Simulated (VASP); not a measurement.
Method: PBE GGA, VASP's PBE PAW potentials (set 64) (plane waves; VASP).

VASP input:

**KPOINTS**
```
Automatic mesh
0
Gamma
2 4 1
0 0 0
```

File POSCAR:
```
CdSe
1
    8.5266900000     0.0000000000     0.0000000000
   -2.1316720000     3.6921640000     0.0000000000
    0.0000000000     0.0000000000    20.9200520000
Cd Se
12 12
Direct
  0.0000000000   0.0000000000   0.0000000000
  0.5000000000   0.0000000000   0.0000000000
  0.0000000000   0.0000000000   0.5000000000
  0.5000000000   0.0000000000   0.5000000000
  0.3333340000   0.3333330000   0.8332500000
  0.8333340000   0.3333330000   0.8332500000
  0.1666660000   0.6666670000   0.3332500000
  0.6666660000   0.6666670000   0.3332500000
  0.3333340000   0.3333330000   0.1665000000
  0.8333340000   0.3333330000   0.1665000000
  0.1666660000   0.6666670000   0.6665000000
  0.6666660000   0.6666670000   0.6665000000
  0.0000000000   0.0000000000   0.8746000000
  0.5000000000   0.0000000000   0.8746000000
  0.0000000000   0.0000000000   0.3746000000
  0.5000000000   0.0000000000   0.3746000000
  0.3333340000   0.3333330000   0.7078500000
  0.8333340000   0.3333330000   0.7078500000
  0.1666660000   0.6666670000   0.2078500000
  0.6666660000   0.6666670000   0.2078500000
  0.3333340000   0.3333330000   0.0415000000
  0.8333340000   0.3333330000   0.0415000000
  0.1666660000   0.6666670000   0.5415000000
  0.6666660000   0.6666670000   0.5415000000
```

### INCAR
```
SIGMA=0.1   ! width (eV)
ENCUT=300   ! plane-wave cut-off (eV)
ISMEAR=-1
ISIF=2
SYSTEM=CdSe
LMAXMIX=4
LWAVE=.FALSE.
LCHARG=.FALSE.
PREC=Accurate
EDIFF=1E-6   ! SCF stop (eV)
LASPH=.TRUE.   ! aspherical one-centre terms
LREAL=Auto   ! projection in real space or not
ALGO=Normal   ! blocked Davidson
GGA=PE
NELM=100
```

POTCAR, in this order: Cd Se (PBE.64 set). Program: vasp_std.

Problem. What will the output report for the number of irreducible k-points (NKPTS), largest plane-wave count, number of space-group operations, FFT grid (NGX, NGY, NGZ)?

Solution. 
| Item | Result |
|---|---|
| number of irreducible k-points (NKPTS) | 5 |
| largest plane-wave count | 7824 |
| number of space-group operations | 4 |
| FFT grid (NGX, NGY, NGZ) | 48 × 24 × 120 |

The structure was generated: CdSe was put into an ordered model structure, which need not be its known phase. The cell was not relaxed at this level. The k-mesh is coarse (spacing up to 0.43 per Å, 2π included), so the numbers may not be converged in it. The run is one of a series of settings (LREAL = Auto, KPOINTS 2×4×1 Γ-centred mesh against the base run), some of them coarse on purpose.
